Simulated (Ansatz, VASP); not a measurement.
# Na4Ca2ZnSi22O49 (glassy 81SiO2-7Na2O-7CaO-4ZnO (mol %)): VASP beside Ansatz

Wanted: the spread between two codes on one cell, functional and k mesh. Of the first pair: The structure shown is the start of the Ansatz relaxation below; VASP solves that cell, so the two are compared at the walk's first step.

Calculated with Ansatz 0.2.0; plane waves, with VASP 6.6.1 beside it; single point at PBEsol.

## (1) The starting structure

The cell holds 78 atoms: 22 Si, 4 Na, 2 Ca, 1 Zn and 49 O. Cell: a = 10.098 Å, b = 10.098 Å, c = 10.098 Å, α = 90.0°, β = 90.0°, γ = 90.0°. As first built, before any earlier steps moved the atoms (in the runner's words): 78 atoms (22 Si, 4 Na, 2 Ca, 1 Zn, 49 O) placed at random at 2.4 g/cm^3, melted at 4000 K for 10 ps at fixed volume with the Morse and Coulomb pair potential with partial charges (Pedone, Malavasi, Menziani, Cormack and Segre, J. Phys. Chem. B 110, 11780 (2006)). Quenched from 4000 K to 300 K at 300 K/ps and fixed volume, held 10 ps at zero pressure.

## (2) Ansatz: relaxation, PBEsol

Ansatz runs on its default PAW (the set named soft_2) files.

The two programs are compared at the cell with which this relaxation starts, whose forces are those of its first step.

input.yaml reads:

```yaml
crystal:
  lattice:
    - [10.09849, 0.0, 0.0]
    - [0.0, 10.09849, 0.0]
    - [0.0, 0.0, 10.09849]
  atoms:
    - { symbol: Si, position: [0.44751, 0.42072, 0.26714] }
    - { symbol: Si, position: [0.4168, 0.76974, 0.86724] }
    - { symbol: Si, position: [0.40168, 0.13058, 0.26076] }
    - { symbol: Si, position: [0.40541, 0.07587, 0.95321] }
    - { symbol: Si, position: [0.99493, 0.93883, 0.37919] }
    - { symbol: Si, position: [0.16587, 0.27987, 0.96407] }
    - { symbol: Si, position: [0.96173, 0.25152, 0.46629] }
    - { symbol: Si, position: [0.50585, 0.41372, 0.57659] }
    - { symbol: Si, position: [0.72761, 0.74781, 0.36737] }
    - { symbol: Si, position: [0.7667, 0.47847, 0.94382] }
    - { symbol: Si, position: [0.66125, 0.21502, 0.88292] }
    - { symbol: Si, position: [0.58421, 0.66542, 0.10901] }
    - { symbol: Si, position: [0.48166, 0.11399, 0.55288] }
    - { symbol: Si, position: [0.26512, 0.51179, 0.78241] }
    - { symbol: Si, position: [0.77448, 0.28824, 0.16477] }
    - { symbol: Si, position: [0.215, 0.7426, 0.43875] }
    - { symbol: Si, position: [0.9019, 0.87863, 0.79237] }
    - { symbol: Si, position: [0.62337, 0.8548, 0.64285] }
    - { symbol: Si, position: [0.13203, 0.47176, 0.32581] }
    - { symbol: Si, position: [0.97607, 0.59119, 0.72635] }
    - { symbol: Si, position: [0.78198, 0.49358, 0.50705] }
    - { symbol: Si, position: [0.95493, 0.16992, 0.76314] }
    - { symbol: Na, position: [0.96211, 0.6953, 0.08882] }
    - { symbol: Na, position: [0.25672, 0.59938, 0.09543] }
    - { symbol: Na, position: [0.45774, 0.68064, 0.41011] }
    - { symbol: Na, position: [0.25991, 0.89411, 0.1302] }
    - { symbol: Ca, position: [0.80857, 0.98523, 0.12891] }
    - { symbol: Ca, position: [0.20423, 0.94118, 0.6736] }
    - { symbol: Zn, position: [0.08115, 0.14853, 0.2528] }
    - { symbol: O, position: [0.53956, 0.25833, 0.5992] }
    - { symbol: O, position: [0.12342, 0.27227, 0.10782] }
    - { symbol: O, position: [0.43372, 0.05048, 0.11136] }
    - { symbol: O, position: [0.84537, 0.85597, 0.37715] }
    - { symbol: O, position: [0.09388, 0.84384, 0.46126] }
    - { symbol: O, position: [0.87218, 0.88071, 0.94031] }
    - { symbol: O, position: [0.84052, 0.35256, 0.46488] }
    - { symbol: O, position: [0.28618, 0.75978, 0.30304] }
    - { symbol: O, position: [0.65909, 0.75888, 0.2174] }
    - { symbol: O, position: [0.75741, 0.60242, 0.39369] }
    - { symbol: O, position: [0.48969, 0.09895, 0.38774] }
    - { symbol: O, position: [0.48585, 0.73465, 0.00546] }
    - { symbol: O, position: [0.97179, 0.08284, 0.43902] }
    - { symbol: O, position: [0.79538, 0.17428, 0.8064] }
    - { symbol: O, position: [0.89608, 0.55488, 0.59941] }
    - { symbol: O, position: [0.25465, 0.09388, 0.29049] }
    - { symbol: O, position: [0.24345, 0.4164, 0.912] }
    - { symbol: O, position: [0.33722, 0.1021, 0.6106] }
    - { symbol: O, position: [0.57753, 0.00166, 0.60364] }
    - { symbol: O, position: [0.64003, 0.48815, 0.59411] }
    - { symbol: O, position: [0.04158, 0.54354, 0.21569] }
    - { symbol: O, position: [0.65528, 0.37523, 0.87936] }
    - { symbol: O, position: [0.38097, 0.45961, 0.67878] }
    - { symbol: O, position: [0.07232, 0.33352, 0.3911] }
    - { symbol: O, position: [0.62794, 0.78111, 0.49886] }
    - { symbol: O, position: [0.04006, 0.23461, 0.87175] }
    - { symbol: O, position: [0.28401, 0.17058, 0.92999] }
    - { symbol: O, position: [0.50068, 0.552, 0.18341] }
    - { symbol: O, position: [0.28028, 0.45666, 0.26479] }
    - { symbol: O, position: [0.53738, 0.12291, 0.87595] }
    - { symbol: O, position: [0.15596, 0.58844, 0.44222] }
    - { symbol: O, position: [0.98102, 0.23524, 0.62213] }
    - { symbol: O, position: [0.99093, 0.00995, 0.75552] }
    - { symbol: O, position: [0.0187, 0.95242, 0.22013] }
    - { symbol: O, position: [0.34684, 0.92192, 0.89119] }
    - { symbol: O, position: [0.31633, 0.65418, 0.84016] }
    - { symbol: O, position: [0.11808, 0.52569, 0.73341] }
    - { symbol: O, position: [0.99584, 0.74631, 0.76374] }
    - { symbol: O, position: [0.66091, 0.35933, 0.24626] }
    - { symbol: O, position: [0.8738, 0.19703, 0.2396] }
    - { symbol: O, position: [0.46851, 0.4227, 0.42797] }
    - { symbol: O, position: [0.8289, 0.39906, 0.05821] }
    - { symbol: O, position: [0.71455, 0.18353, 0.04687] }
    - { symbol: O, position: [0.31212, 0.7646, 0.56395] }
    - { symbol: O, position: [0.76905, 0.85807, 0.70673] }
    - { symbol: O, position: [0.5302, 0.79046, 0.7587] }
    - { symbol: O, position: [0.8768, 0.53077, 0.84654] }
    - { symbol: O, position: [0.42488, 0.27102, 0.21153] }
    - { symbol: O, position: [0.69837, 0.60473, 0.01362] }
kpoints:
  mp_grid: { grid: [1, 1, 1] }
hamiltonian:
  xc: pbesol
scf:
  occupations: { method: fixed }
output:
  forces: true
relax:
  f_tol: 0.05
  max_steps: 150
  cell: {}
```

Started as:

```sh
ansatz run input.yaml --threads 4 --pin off --max-ram 8192MiB --backend cpu --events-out ev --progress --plain --runs-dir out
```

Numbers of over 12 decimals in the logs are rounded to 6 here.

The program printed:

```text
Engine: ansatz 0.2.0, x86_64-unknown-linux-gnu
Pseudopotentials: kind: paw
Pseudopotential: Si, paw, valence charge 4, recommended cutoff 420 eV (normal), Si.paw.azcp
Pseudopotential: Na, paw, valence charge 9, recommended cutoff 420 eV (normal), Na.paw.azcp
Pseudopotential: Ca, paw, valence charge 10, recommended cutoff 420 eV (normal), Ca.paw.azcp
Pseudopotential: Zn, paw, valence charge 12, recommended cutoff 420 eV (normal), Zn.paw.azcp
Pseudopotential: O, paw, valence charge 6, recommended cutoff 420 eV (normal), O.paw.azcp
Functional definition: PBEsol
  exchange = pbesol_x
  correlation = pbesol_c
Crystal: 78 atoms, lattice volume = 1029.839 Å³
Basis set: ecut = 420 eV, 20005 PW (Γ), exchange–correlation on 144×144×144 points (8 copies of the dense FFT grid, shifted against one another)
Bands: 303, of which v1, the nominal top of the filled ones, is band 225 counted from 1 (224 counted from 0)
Symmetry: 1 space group operations
Space group: P1 (ITA 1), of the structure as read, at distance tolerance 1.0e-4 Å
k-points: 1
Non-local potential: Si, projectors of the file, l = 0: 2, l = 1: 2, l = 2: 2
Non-local potential: Na, projectors of the file, l = 0: 3, l = 1: 2, l = 2: 1
Non-local potential: Ca, projectors of the file, l = 0: 3, l = 1: 2, l = 2: 2
Non-local potential: Zn, projectors of the file, l = 0: 2, l = 1: 2, l = 2: 3, l = 3: 1
Non-local potential: O, projectors of the file, l = 0: 2, l = 1: 2, l = 2: 1
PAW form: soft (Blöchl's): semilocal exchange-correlation on the pseudo side does not see the compensation charge
PAW frozen core: Si, regenerated for the run's functional, and the local potential with it (the file was generated under x = pbe(κ = 0.804, μ = 0.219515), c = pbe(β = 0.066725))
PAW frozen core: Na, regenerated for the run's functional, and the local potential with it (the file was generated under x = pbe(κ = 0.804, μ = 0.219515), c = pbe(β = 0.066725))
PAW frozen core: Ca, regenerated for the run's functional, and the local potential with it (the file was generated under x = pbe(κ = 0.804, μ = 0.219515), c = pbe(β = 0.066725))
PAW frozen core: Zn, regenerated for the run's functional, and the local potential with it (the file was generated under x = pbe(κ = 0.804, μ = 0.219515), c = pbe(β = 0.066725))
PAW frozen core: O, regenerated for the run's functional, and the local potential with it (the file was generated under x = pbe(κ = 0.804, μ = 0.219515), c = pbe(β = 0.066725))
PAW one-centre angular grid: Si, 110 points (default); XC on 64 Gauss nodes
PAW one-centre angular grid: Na, 110 points (default); XC on 64 Gauss nodes
PAW one-centre angular grid: Ca, 110 points (default); XC on 64 Gauss nodes
PAW one-centre angular grid: Zn, 590 points (default); XC on 64 Gauss nodes
PAW one-centre angular grid: O, 110 points (default); XC on 64 Gauss nodes
Initial density: superposition of atomic densities (neutral atoms: chi_scale 0, normalization atom), corrected by the library's trained network
Initial wavefunctions: pseudopotential atomic-orbital guess
Functional: x = pbesol(κ = 0.804, μ = 0.123457), c = pbesol(β = 0.046)
SCF iter   1: F=—  HF=-54001.686202 eV  |F-HF|=—  |Δ(HF+E_count)|=         —  Δρ=1.17e-2  dr2=1.14e0  ethr=1.77e-3  ⟨swp⟩=5.0  Hψ=1087  notcnv=0  defer=76
preconditioner: auto → Resta (q_TF=auto, 2.377 Å⁻¹)  ε∞=3.1  [insulator: Δε(μ)=2.371 eV  Ē_g=16.707 eV  n_scr=250 (ndim 8)  ℏωp=24.2 eV  f_vac=0.144  ε∞_Penn≈3.1]
SCF iter   2: F=—  HF=-54001.367175 eV  |F-HF|=—  |Δ(HF+E_count)|=   3.19e-1  Δρ=2.10e-3  dr2=4.57e-2  ethr=2.53e-4  ⟨swp⟩=2.0  Hψ=475  notcnv=0  defer=76
SCF iter   3: F=—  HF=-54001.362130 eV  |F-HF|=—  |Δ(HF+E_count)|=   5.05e-3  Δρ=9.81e-4  dr2=1.64e-2  ethr=1.02e-5  ⟨swp⟩=3.0  Hψ=396  notcnv=0  defer=65
automatic band count: iteration 3 solves 292 bands in place of 303: the levels show a gap, and the empty bands left out lie too high to hold charge; the band table lists the bands solved (type scf.n_extra_bands for more)
SCF iter   4: F=—  HF=-54001.362395 eV  |F-HF|=—  |Δ(HF+E_count)|=   2.66e-4  Δρ=9.88e-4  dr2=9.98e-3  ethr=3.64e-6  ⟨swp⟩=3.0  Hψ=396  notcnv=0  defer=65
SCF iter   5: F=—  HF=-54001.360472 eV  |F-HF|=—  |Δ(HF+E_count)|=   1.92e-3  Δρ=1.78e-4  dr2=5.70e-4  ethr=2.22e-6  ⟨swp⟩=2.0  Hψ=395  notcnv=0  defer=65
SCF iter   6: F=—  HF=-54001.360622 eV  |F-HF|=—  |Δ(HF+E_count)|=   1.50e-4  Δρ=9.32e-5  dr2=8.20e-5  ethr=1.27e-7  ⟨swp⟩=2.0  Hψ=450  notcnv=0  defer=65
SCF iter   7: F=—  HF=-54001.361815 eV  |F-HF|=—  |Δ(HF+E_count)|=   1.19e-3  Δρ=2.82e-5  dr2=9.20e-6  ethr=1.82e-8  ⟨swp⟩=2.0  Hψ=501  notcnv=0  defer=65
SCF iter   8: F=—  HF=-54001.361827 eV  |F-HF|=—  |Δ(HF+E_count)|=   1.16e-5  Δρ=1.31e-5  dr2=2.01e-6  ethr=2.04e-9  ⟨swp⟩=2.0  Hψ=448  notcnv=0  defer=65
[...]
atom  46  O      0.00156871     0.00089794     0.00098139
  atom  47  O     -0.00177092    -0.00278495     0.00336629
  atom  48  O      0.00383763     0.00448006    -0.00163398
  atom  49  O      0.00056461     0.00164950    -0.00031971
  atom  50  O      0.00477795    -0.00146029     0.00296918
  atom  51  O      0.00133538     0.00010823     0.00009752
  atom  52  O      0.00001181    -0.00068232     0.00087944
  atom  53  O     -0.00419544     0.00006184    -0.00052624
  atom  54  O      0.00759879    -0.00065682     0.00183157
  atom  55  O      0.00060051     0.00180744     0.00068317
  atom  56  O     -0.00159412    -0.00157523     0.00058188
  atom  57  O     -0.00086374    -0.00118323     0.00098237
  atom  58  O     -0.00518546     0.00202021     0.00058319
  atom  59  O     -0.00103190    -0.00067645     0.00029700
  atom  60  O      0.00331605     0.00609288    -0.00047350
  atom  61  O      0.00258677    -0.00215478     0.00000695
  atom  62  O     -0.00159360     0.00036581     0.00016700
  atom  63  O     -0.00028461    -0.00010613     0.00483573
  atom  64  O     -0.00466391     0.00431035     0.00299045
  atom  65  O     -0.00092421    -0.00188383     0.00006030
  atom  66  O     -0.00067129    -0.00001975    -0.00273365
  atom  67  O     -0.00059307    -0.00218506    -0.00056455
  atom  68  O     -0.00383344     0.00216899     0.00356131
  atom  69  O     -0.00394427     0.00164132    -0.00478696
  atom  70  O     -0.00017033     0.00183095    -0.00015845
  atom  71  O     -0.00450975    -0.00290507     0.00342032
  atom  72  O      0.00010710    -0.00014865     0.00104249
  atom  73  O      0.00141692    -0.00057940     0.00149743
  atom  74  O     -0.00992208    -0.00317063     0.01116137
  atom  75  O     -0.00946018     0.00739316    -0.00571927
  atom  76  O      0.00303463    -0.00314422    -0.00126016
  atom  77  O     -0.00127931    -0.00404641    -0.00577060
  atom  78  O      0.00341154    -0.00031396    -0.00280776
  max |Σ_I F_I| component: 2.22e-5 eV/Å
--- Stress (GPa, compression-positive) ---
        0.011994      -0.015707       0.025231
       -0.015707      -0.004068       0.004820
        0.025230       0.004821      -0.023852
  P = ⅓ Tr σ = -0.0053 GPa (-0.053 kbar)
--- Relaxed structure (28 steps of the walk, 25 accepted, 2 SCFs on fresh bases) ---
  F+E_penalty+E_count = -54010.14580817 eV   max|allowed force component| = 1.116e-2 eV/Å   (the final SCF, on the basis selected at the relaxed cell)
  cell:  # Å, volume = 1002.0368 Å³
    - [10.181944, -0.237260, 0.315529]
    - [-0.237260, 10.057037, 0.145092]
    - [0.315529, 0.145092, 9.802969]
  atoms:
    - { symbol: Si, position: [0.440449, 0.411827, 0.270134] }
    - { symbol: Si, position: [0.436010, 0.778422, 0.871419] }
    - { symbol: Si, position: [0.408922, 0.112567, 0.267057] }
    - { symbol: Si, position: [0.414440, 0.064977, 0.959925] }
    - { symbol: Si, position: [0.975868, 0.941245, 0.344854] }
    - { symbol: Si, position: [0.173075, 0.258278, 0.932670] }
    - { symbol: Si, position: [0.915699, 0.238676, 0.436447] }
    - { symbol: Si, position: [0.504691, 0.426684, 0.569160] }
    - { symbol: Si, position: [0.725174, 0.763887, 0.361382] }
    - { symbol: Si, position: [0.793589, 0.469563, 0.984938] }
    - { symbol: Si, position: [0.683193, 0.212443, 0.933618] }
    - { symbol: Si, position: [0.586530, 0.650458, 0.108949] }
    - { symbol: Si, position: [0.498384, 0.112813, 0.551567] }
    - { symbol: Si, position: [0.277170, 0.518357, 0.788478] }
    - { symbol: Si, position: [0.731206, 0.291305, 0.219103] }
    - { symbol: Si, position: [0.170923, 0.716448, 0.418226] }
    - { symbol: Si, position: [0.904925, 0.870276, 0.803105] }
    - { symbol: Si, position: [0.641944, 0.877032, 0.640090] }
    - { symbol: Si, position: [0.119159, 0.466078, 0.308216] }
    - { symbol: Si, position: [0.989687, 0.588828, 0.749490] }
    - { symbol: Si, position: [0.793876, 0.514369, 0.516057] }
    - { symbol: Si, position: [0.949691, 0.161835, 0.747692] }
    - { symbol: Na, position: [0.945545, 0.699009, 0.107149] }
    - { symbol: Na, position: [0.264942, 0.581000, 0.093989] }
    - { symbol: Na, position: [0.433815, 0.715006, 0.421257] }
    - { symbol: Na, position: [0.238998, 0.898796, 0.148584] }
    - { symbol: Ca, position: [0.891612, 1.064364, 0.082515] }
    - { symbol: Ca, position: [0.184410, 0.972719, 0.564449] }
    - { symbol: Zn, position: [0.140691, 0.176141, 0.241301] }
    - { symbol: O, position: [0.532403, 0.270710, 0.576338] }
    - { symbol: O, position: [0.079696, 0.224072, 0.067674] }
    - { symbol: O, position: [0.430630, 0.029278, 0.123040] }
    - { symbol: O, position: [0.826714, 0.885384, 0.306148] }
    - { symbol: O, position: [0.045066, 0.823959, 0.425751] }
    - { symbol: O, position: [0.877031, 0.881243, 0.963094] }
    - { symbol: O, position: [0.832228, 0.382268, 0.440470] }
    - { symbol: O, position: [0.258675, 0.729114, 0.276181] }
    - { symbol: O, position: [0.622065, 0.733528, 0.243839] }
    - { symbol: O, position: [0.804040, 0.634193, 0.397375] }
    - { symbol: O, position: [0.513933, 0.087179, 0.382775] }
    - { symbol: O, position: [0.521194, 0.749183, 0.00231204] }
    - { symbol: O, position: [0.977499, 0.072855, 0.438610] }
    - { symbol: O, position: [0.822620, 0.157630, 0.864471] }
    - { symbol: O, position: [0.889422, 0.551945, 0.635917] }
    - { symbol: O, position: [0.262300, 0.072043, 0.332952] }
    - { symbol: O, position: [0.245286, 0.408079, 0.914279] }
    - { symbol: O, position: [0.361822, 0.064818, 0.623654] }
    - { symbol: O, position: [0.622180, 0.033355, 0.613488] }
    - { symbol: O, position: [0.643848, 0.508879, 0.587369] }
    - { symbol: O, position: [0.058698, 0.532000, 0.179802] }
    - { symbol: O, position: [0.689968, 0.373222, 0.904099] }
    - { symbol: O, position: [0.396377, 0.471559, 0.688137] }
    - { symbol: O, position: [0.057643, 0.309441, 0.363567] }
[...]
- { symbol: O, position: [0.832927, 0.388412, 0.119279] }
    - { symbol: O, position: [0.690234, 0.179324, 0.098145] }
    - { symbol: O, position: [0.251700, 0.768509, 0.543602] }
    - { symbol: O, position: [0.778677, 0.853608, 0.708625] }
    - { symbol: O, position: [0.525146, 0.795032, 0.731373] }
    - { symbol: O, position: [0.924917, 0.519758, 0.893956] }
    - { symbol: O, position: [0.417596, 0.262385, 0.203632] }
    - { symbol: O, position: [0.723234, 0.603897, 0.034296] }
```

[end of part 1 of 3]

[Lines on the potential files, build, host, timing and source positions are cut from VASP's logs without a mark.]

[Logs are printed without paths, hosts, clocks, repeated set-up lines and the standing remarks that a program may print on its own settings, such as how far it seeks lower states.]

[Hosts, paths, dates, database ids (printed as entryN), source tags and the programs' standing remarks are cut or masked in the printed files.]
